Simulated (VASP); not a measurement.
Set up this calculation in VASP 6.6.1, as the native input.

```yaml
Task: single point
Functional: PBEsol
Potentials_or_basis: VASP PAW PBE potentials, release 64 (C, Pt)
Cutoff: 520 eV
k_mesh: 2 × 2 × 1
Occupations: gaussian, width 0.05 eV
Spin: no spin polarisation
Dipole_correction: no
Further_INCAR_settings: LREAL = Auto; ALGO = Fast; EDIFF = 1e-06; NBANDS = 56
```

The structure of PtC18 lies in POSCAR:

```
PtC18
1.0
    7.3980000000      0.0000000000      0.0000000000
   -3.6990000000      6.4068560000      0.0000000000
    0.0000000000      0.0000000000     12.0000000000
C Pt
18 1
Direct
    0.0082498720      0.0047552185      0.0920458333
    0.2337503450      0.1153506494      0.0878400000
    0.0079270660      0.3354031993      0.0784770833
    0.2305108009      0.4463819696      0.0792600833
    0.0089764749      0.6669756586      0.0842259167
    0.2307773436      0.7796582286      0.0781499167
    0.3423973916      0.0007655861      0.0803962500
    0.5636239784      0.1133360887      0.0796570833
    0.3424284291      0.3360944900      0.0825466667
    0.5641722973      0.4472602475      0.0844001667
    0.3417222107      0.6677877574      0.0777806667
    0.5637990836      0.7797517222      0.0813688333
    0.6740704273      0.0015255533      0.0795479167
    0.8951244070      0.1160403792      0.0816194167
    0.6748929368      0.3349159088      0.0828305000
    0.8969364955      0.4472179490      0.0810814167
    0.6732625156      0.6669527144      0.0883593333
    0.8968530790      0.7781484397      0.0975147500
    0.0274028705      0.9599401017      0.2553975833
```

The cell was built by a generator and needn't be a form met in nature.

These files were run (other wordings do the same):

INCAR

```
  PREC = Accurate
  ENCUT = 520
  EDIFF = 1E-6
  ISMEAR = 0
  SIGMA = 0.05
  LREAL = Auto
  LASPH = T
  NELM = 80
  ALGO = Fast
  ISIF = 2
  LWAVE = F
  LCHARG = F
  GGA = PS
  NBANDS = 56
```

KPOINTS

```
Automatic mesh
0
Gamma
  2 2 1
```

Potentials or basis: VASP PAW PBE potentials, release 64 (C, Pt).

Command:

```bash
$ cat potpaw_PBE.64/C/POTCAR potpaw_PBE.64/Pt/POTCAR > POTCAR
$ mpirun -np 1 vasp_std > vasp.out
```

Results of the run:

- Largest force: 0.326 eV/Å
- Band gap on the k mesh: 0.23 eV, direct

Caveat: the k mesh is coarse (spacing up to 0.49 Å⁻¹), so the values aren't converged; the PAW data sets were made with another functional, which shifts forces and pressure a little; spin-orbit coupling is left out, which moves the levels of the heavy elements.

It took 7.8 min on 1 thread of Intel(R) Xeon(R) Platinum 8375C CPU @ 2.90GHz (Ice Lake) (shared host), peak memory 0.62 GiB.
